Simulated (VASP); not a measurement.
The system is MoS2.

```
Mo S
1.0
     3.16100    0.00000    0.00000
    -1.58050    2.73751    0.00000
     0.00000    0.00000   11.68025
Mo S
2 4
Direct
  0.33333 0.66667 0.25000
  0.66667 0.33333 0.75000
  0.66667 0.33333 0.38399
  0.66667 0.33333 0.11601
  0.33333 0.66667 0.88399
  0.33333 0.66667 0.61601
```

The cell was built by a generator and needn't be a form met in nature.

Base run:

| Item | Value |
| --- | --- |
| Program | VASP 6.6.1 |
| Functional | optB88-vdW |
| Potentials or basis | VASP PAW PBE potentials, release 64 (Mo_sv, S) |
| Cutoff | 520 eV |
| k mesh | 8 × 8 × 2 |
| Occupations | fermi-dirac, width 0.05 eV |
| Spin | no spin polarisation |

Its results: band gap on the k mesh 0.68 eV, indirect (least direct gap 1.87 eV); pressure 5.0 GPa; largest force 0.017 eV/Å.

**Question.** After a change of settings the same cell gave: band gap on the k mesh 0.66 eV, indirect (least direct gap 1.87 eV); pressure 2.2 GPa; largest force 0.093 eV/Å. Which change was it?
A. functional from optB88-vdW to rev-vdW-DF2
B. functional from optB88-vdW to PBE; dispersion from none to TS
C. functional from optB88-vdW to PBE; dispersion from none to D3(BJ)
D. functional from optB88-vdW to PBE

**Answer.** A.

Caveats: the PAW data sets were made with another functional, which shifts forces and pressure a little.

Not every run made on this cell is shown here.
